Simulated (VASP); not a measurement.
A VASP calculation is set up with these files.

KPOINTS:
```
Automatic mesh
0
Gamma
3 7 6
0 0 0
```

**INCAR**
```
ISIF=2
NELM=100   # most electronic steps
ENCUT=400   # plane-wave cut-off (eV)
LORBIT=11   # lm-projected
ISMEAR=-5   # tetrahedra, Bloechl
LEFG=.TRUE.
PREC=Accurate
LASPH=.TRUE.   # aspherical one-centre terms
SYSTEM=GeSe
LMAXMIX=4
GGA=PS
LCHARG=.TRUE.
NEDOS=601   # DOS grid
EDIFF=1E-7
ALGO=Normal   # blocked Davidson
LWAVE=.FALSE.
LREAL=.FALSE.   # projection in real space or not
```

POSCAR:
```
GeSe
1
   10.7625109134     0.0000000000     0.0000000000
    0.0000000000     3.8799118567     0.0000000000
    0.0000000000     0.0000000000     4.2115919127
Ge Se
4 4
Direct
  0.1210624760   0.2500000000   0.1000404626
  0.8789375240   0.7500000000   0.8999595374
  0.3789375240   0.7500000000   0.6000404626
  0.6210624760   0.2500000000   0.3999595374
  0.8558647660   0.2500000000   0.4956261746
  0.1441352340   0.7500000000   0.5043738254
  0.6441352340   0.7500000000   0.9956261746
  0.3558647660   0.2500000000   0.0043738254
```

POTCAR, in this order: Ge_d Se (PBE.64 set). Program: vasp_std.

Task: Write an equivalent input for Ansatz.

Result: One equivalent input (not run):
Ansatz 0.2 input:
```yaml
crystal:
  lattice:
    - [10.7625109, 0.0000000, 0.0000000]
    - [0.0000000, 3.8799119, 0.0000000]
    - [0.0000000, 0.0000000, 4.2115919]
  atoms:
    - { symbol: Ge, position: [0.1210625, 0.2500000, 0.1000405] }
    - { symbol: Ge, position: [0.8789375, 0.7500000, 0.8999595] }
    - { symbol: Ge, position: [0.3789375, 0.7500000, 0.6000405] }
    - { symbol: Ge, position: [0.6210625, 0.2500000, 0.3999595] }
    - { symbol: Se, position: [0.8558648, 0.2500000, 0.4956262] }
    - { symbol: Se, position: [0.1441352, 0.7500000, 0.5043738] }
    - { symbol: Se, position: [0.6441352, 0.7500000, 0.9956262] }
    - { symbol: Se, position: [0.3558648, 0.2500000, 0.0043738] }
kpoints:
  mp_grid: { grid: [3, 7, 6] }
hamiltonian:
  xc: pbesol
  pseudopotentials: { kind: paw }
scf:
  occupations: { method: tetrahedron }
  max_iter: 100
output: { forces: true, stress: true, eigenvalues: true }
```
What does not carry over: each code has its own PAW files, so the cut-off isn't converted (ENCUT is set for VASP's; basis.ecutwfc is left out, and Ansatz then takes the one that its files recommend); Ansatz stops its SCF on the density residual and VASP on the energy change (EDIFF); the field gradients of LEFG aren't asked of the other code.

The structure comes from a computed database's GeSe entry (Pnma); how it stands against other phases isn't given here. It was relaxed first, which changed the volume by -12 %.
